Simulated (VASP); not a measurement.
An input for Ansatz (written as the equivalent of a VASP run, and not itself run):

Ansatz 0.2 input:
```yaml
crystal:
  lattice:
    - [0.0000000, 2.1886747, 2.1886747]
    - [2.1886747, 0.0000000, 2.1886747]
    - [2.1886747, 2.1886747, 0.0000000]
  atoms:
    - { symbol: Nb, position: [0.0000000, 1.0000000, 0.0000000] }
    - { symbol: N, position: [0.5000000, 0.5000000, 0.5000000] }
kpoints:
  mp_grid: { grid: [14, 14, 14] }
hamiltonian:
  xc: pbesol
  pseudopotentials: { kind: paw }
scf:
  occupations: { method: methfessel_paxton, width: 0.1 }
  max_iter: 100
output: { forces: true, stress: true, eigenvalues: true }
```

Task: Write the VASP files for the same calculation (PBEsol).

Result: This is not unique; one that fits is 
POSCAR:
```
NbN
1
    0.0000000000     2.1886747134     2.1886747134
    2.1886747134     0.0000000000     2.1886747134
    2.1886747134     2.1886747134     0.0000000000
Nb N
1 1
Direct
  0.0000000000   1.0000000000   0.0000000000
  0.5000000000   0.5000000000   0.5000000000
```

KPOINTS:
```
Automatic mesh
0
Gamma
14 14 14
0 0 0
```

### INCAR
```
SYSTEM  =  NbN
PREC  =  Accurate; ENCUT  =  520; LREAL  =  .FALSE.
LASPH  =  .TRUE.
EDIFF  =  1E-7; NELM  =  100; ALGO  =  Normal
LMAXMIX  =  4
ISMEAR  =  1; SIGMA  =  0.1
GGA  =  PS
ISIF  =  2
LWAVE  =  .FALSE.; LCHARG  =  .FALSE.
```

POTCAR, in this order: Nb_sv N (PBE.64 set). Program: vasp_std.

What does not carry over: each code has its own PAW files, so the cut-off isn't converted (ENCUT is set for VASP's; basis.ecutwfc is left out, and Ansatz then takes the one that its files recommend); Ansatz stops its SCF on the density residual and VASP on the energy change (EDIFF).

The compound is NbN in the rock salt structure, the cubic δ form, which competes with hexagonal ones. It was relaxed first.
